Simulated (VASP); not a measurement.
A run of VASP 6.6.1:

File INCAR:

```
SYSTEM = NaSb2Au
ALGO = Fast
EDIFF = 1E-7
EDIFFG = -0.01
ENCUT = 600
GGA = PE
IBRION = 2
ISIF = 3
ISMEAR = -1
LASPH = .TRUE.
LCHARG = .FALSE.
LREAL = .FALSE.
LWAVE = .FALSE.
NELM = 60
NSW = 60
PREC = Accurate
SIGMA = 0.05
```

Contents of KPOINTS:

```
k-points
0
G
  5 5 3
  0 0 0
```

Contents of POSCAR:

```
NaSb2Au
1.0
    4.3573000000      0.0000000000      0.0000000000
   -2.1786500000      3.7735400000      0.0000000000
    0.0000000000      0.0000000000      6.8184700000
Na Sb Au
1 2 1
Direct
    0.0000000000      0.0000000000      0.5000000000
    0.6666700000      0.3333300000      0.8163200000
    0.3333300000      0.6666700000      0.1836800000
    0.0000000000      0.0000000000      0.0000000000
```

Potentials or basis: VASP PAW PBE potentials, release 64 (Na_pv, Sb, Au).

Launch:

```bash
$ cat potpaw_PBE.64/Na_pv/POTCAR potpaw_PBE.64/Sb/POTCAR potpaw_PBE.64/Au/POTCAR > POTCAR
$ mpirun -np 1 vasp_std > vasp.out
```

Hardware: 1 thread of AMD EPYC 9R45 96-Core Processor (Zen 5) (shared host).

Problem. How long does it take, and how much memory?

Solution. Run time: 4.2 min on 1 thread of AMD EPYC 9R45 96-Core Processor (Zen 5), on a shared host, peak memory 0.28 GiB. Counts: scf iterations 89, k points 24, ion steps 9.
